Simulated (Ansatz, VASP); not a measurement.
Zr2TiH6 in VASP and in Ansatz

File INCAR:

```
SYSTEM = Zr2TiH6
  PREC = Accurate
  ENCUT = 520
  EDIFF = 1E-6
  ISMEAR = 0
  SIGMA = 0.1
  LREAL = .False.
  LASPH = .True.
  NELM = 100
  ALGO = Normal
  ISIF = 2
  LWAVE = .False.
  LCHARG = .False.
  GGA = PE
  NBANDS = 31
```

Contents of KPOINTS:

```
regular mesh
0
Gamma
  4 4 4
  0 0 0
```

File POSCAR:

```
Zr2TiH6
1.0
    0.0000000000      4.2650957300      4.2650957300
    4.2650957300      0.0000000000      4.2650957300
    4.2650957300      4.2650957300      0.0000000000
Zr Ti H
2 1 6
Direct
    0.2500000000      0.2500000000      0.2500000000
    0.7500000000      0.7500000000      0.7500000000
    0.0000000000      0.0000000000      0.0000000000
    0.7500000000      0.2500000000      0.2500000000
    0.2500000000      0.7500000000      0.7500000000
    0.2500000000      0.7500000000      0.2500000000
    0.7500000000      0.2500000000      0.7500000000
    0.2500000000      0.2500000000      0.7500000000
    0.7500000000      0.7500000000      0.2500000000
```

Input for Ansatz:

```yaml
crystal:
  lattice:
    - [0.0, 4.26509573, 4.26509573]
    - [4.26509573, 0.0, 4.26509573]
    - [4.26509573, 4.26509573, 0.0]
  atoms:
    - { symbol: Zr, position: [0.25, 0.25, 0.25] }
    - { symbol: Zr, position: [0.75, 0.75, 0.75] }
    - { symbol: Ti, position: [0.0, 0.0, 0.0] }
    - { symbol: H, position: [0.75, 0.25, 0.25] }
    - { symbol: H, position: [0.25, 0.75, 0.75] }
    - { symbol: H, position: [0.25, 0.75, 0.25] }
    - { symbol: H, position: [0.75, 0.25, 0.75] }
    - { symbol: H, position: [0.25, 0.25, 0.75] }
    - { symbol: H, position: [0.75, 0.75, 0.25] }
basis:
  ecutwfc: 420
kpoints:
  mp_grid: { grid: [4, 4, 4] }
hamiltonian:
  xc: pbe
scf:
  occupations: { method: gaussian, width: 0.1 }
  lower_state_search: "off"
output:
  forces: true
  stress: true
  eigenvalues: true
```

Change from the starting cell: ordered vacancies on the cation sites of perovskite (Fm-3m, No. 225).

Alike in both runs: task single point; functional PBE; k mesh 4 × 4 × 4; occupations gaussian, width 0.1 eV; no spin polarisation.

```csv
,VASP,Ansatz
version,VASP 6.6.1,Ansatz 0.2.0
potentials or method,"VASP PAW PBE potentials, release 64 (Zr_sv, Ti_sv, H)","scalar-relativistic, plane waves, PAW"
plane-wave cutoff (eV),520,420
valence electrons in the cell,42,42
```

Ansatz gave:

```
gap on the k mesh at the Fermi level (eV) : none
pressure (GPa)                            : -21.3
rms of the force components (eV/Å)        : 0.342
```

Task: Which values does VASP return?

Result: gap on the k mesh at the Fermi level (eV): none; pressure (GPa): -21.4; rms of the force components (eV/Å): 0.341.

A gap of «none» marks a metal or a gap that the smearing closes.

Caveats: so large a pressure means that the cell lies far from this level's equilibrium, or that cutoff or potentials fall short (VASP).
